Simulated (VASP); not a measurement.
Consider the following.

```yaml
crystal:
  lattice:
    - [0.00000, 2.69865, 2.69865]
    - [2.69865, 0.00000, 2.69865]
    - [2.69865, 2.69865, 0.00000]
  atoms:
    - { symbol: Ce, position: [0.00000, 0.00000, 0.00000] }
    - { symbol: O, position: [0.25000, 0.25000, 0.25000] }
    - { symbol: O, position: [0.75000, 0.75000, 0.75000] }
```

These are PBEsol GGA, VASP's PBE PAW potentials (set 64) (plane waves; VASP) values and carry that method's errors. Settings: 600 eV cut-off, 8×8×8 Γ-centred mesh, Gaussian smearing of 0.050 eV, potentials Ce O.

Stress in GPa, positive for a compressed cell; the cube axes lie along x, y and z, and the ions stay on their sites.

| strain | σxx | σyy | σzz |
|---|---|---|---|
| none | 0.01 | 0.01 | 0.01 |
| εxx = -1.5 %, εyy = -1.5 %, εzz = -1.5 % | 9.67 | 9.67 | 9.67 |
| εyy = -0.5 % | 0.58 | 1.82 | 0.58 |
| εxx = -2.0 % | 7.48 | 2.38 | 2.38 |

Fit C11 and C12 to these rows, and predict the stress for εxx = +4.0 %, εyy = +4.0 %, εzz = +4.0 %.

Least squares on Δσ_i = −C11 ε_i − C12 (ε_j + ε_k) over all components shown gives C11 = 382 GPa and C12 = 128 GPa, and so σxx, σyy, σzz = -25.51, -25.51, -25.51 GPa. The run gave -17.43, -17.43, -17.43 GPa; the difference holds the non-linear terms and numerical noise.

Left out are shears, moved atoms, failed runs and, from the fit, strains over 2.5 %.

The compound is CeO2 in the fluorite structure. The run is not spin-polarised, so no magnetic state was tried.
